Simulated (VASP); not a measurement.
Input:

```
CELL_PARAMETERS angstrom
      3.10441     0.00000     0.00000
     -1.55221     2.68850     0.00000
      0.00000     0.00000     5.88062
ATOMIC_POSITIONS crystal
  Ti 0.00000 0.00000 0.00000
  Ti 0.00000 0.00000 0.50000
  B  0.33333 0.66667 0.25000
  B  0.66667 0.33333 0.75000
```

Level of theory: PBE GGA, VASP's PBE PAW potentials (set 64) (plane waves; VASP 6.6.1). Run with 520 eV cut-off, Gaussian smearing of 0.050 eV, potentials Ti_sv B.

### Question
Give the energies of bands 9 to 18 at the high-symmetry points, in eV from the Fermi level.

### Answer

```csv
band,Γ,M,K,A,L,H
9,-9.01,-5.88,-4.94,-7.96,-5.34,-4.92
10,-5.87,-4.80,-4.94,-7.96,-5.34,-4.92
11,-4.29,-4.10,-2.68,-1.74,-3.32,-2.67
12,-0.50,-2.16,-2.68,-1.74,-3.32,-2.67
13,-0.41,-1.18,-2.62,0.35,-0.82,-1.29
14,-0.41,-0.74,-1.17,0.35,-0.82,-1.29
15,1.47,-0.36,-1.17,0.35,0.20,-1.15
16,1.47,0.00,0.55,0.35,0.20,-1.15
17,1.73,1.27,2.08,2.26,0.96,1.53
18,1.73,2.63,2.08,2.26,0.96,1.53
```

It has no gap at this level: it comes out as a metal or semimetal.

The structure was generated: TiB was put into the NiAs type type (P6_3/mmc), which need not be its known phase. It was relaxed first, which changed the volume by -31 %.
